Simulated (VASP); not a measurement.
Data:

```xyz
6
Lattice="4.4599 0.0000 0.0000 0.0000 4.4599 0.0000 0.0000 0.0000 2.8941" Properties=species:S:1:pos:R:3 pbc="T T T"
Ti     0.0000     0.0000     0.0000
Ti     2.2300     2.2300     1.4471
O      1.3478     1.3478     0.0000
O      3.5777     0.8822     1.4471
O      0.8822     3.5777     1.4471
O      3.1122     3.1122     0.0000
```

Computed with PBEsol GGA, VASP's PBE PAW potentials (set 64) (plane waves; VASP 6.6.1). Settings: 620 eV cut-off, 5×5×8 Γ-centred mesh, Gaussian smearing of 0.050 eV, potentials Ti_sv O.

Question: What does the run give for the energy per atom (σ→0), pressure, band gap (on the k-mesh) with the smallest direct gap where there is one?

Answer: 
```
Item                                         Result
-----------------------------------  --------------
band gap (on the k-mesh)                    1.91 eV
smallest direct gap (on the k-mesh)         1.91 eV
energy per atom (σ→0)                -9306 meV/atom
pressure                                  20.08 GPa
```

Total energies compare only between runs with the same potentials, cut-off and functional.

The compound is TiO2 in the rutile structure. It was relaxed first under an external pressure of 20 GPa.
